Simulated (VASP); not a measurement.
Consider the following.

```xyz
4
Lattice="1.2088 -2.0937 0.0000 1.2088 2.0937 0.0000 0.0000 0.0000 6.3963" Properties=species:S:1:pos:R:3 pbc="T T T"
C      0.0000     0.0000     1.5991
C      0.0000     0.0000     4.7973
C      1.2088     0.6979     1.5991
C      1.2088    -0.6979     4.7973
```

Level of theory: vdW-DF-cx, VASP's PBE PAW potentials (set 64) (plane waves; VASP). Numerical set-up: 520 eV cut-off, 10×10×4 Γ-centred mesh, Gaussian smearing of 0.050 eV, potentials C.

The ions and cell shape at fixed volume are relaxed. Predict the relaxed structure.

```xyz
4
Lattice="1.2302 -2.1308 0.0000 1.2302 2.1308 0.0000 0.0000 0.0000 6.1756" Properties=species:S:1:pos:R:3 pbc="T T T"
C      0.0000     0.0000     1.5439
C      0.0000     0.0000     4.6317
C      1.2302     0.7103     1.5439
C      1.2302    -0.7103     4.6317
```
Space group P6_3/mmc (194), at a tolerance of 0.03 Å.

How much energy does the relaxation gain?

The energy (σ→0) changes by -24.2 meV/atom, in 3 ionic steps.

The compound is C in the graphite structure. This cell is one point of a volume scan, at 0.94 of the reference volume. Symmetry was kept, so distortions that lower it aren't found.
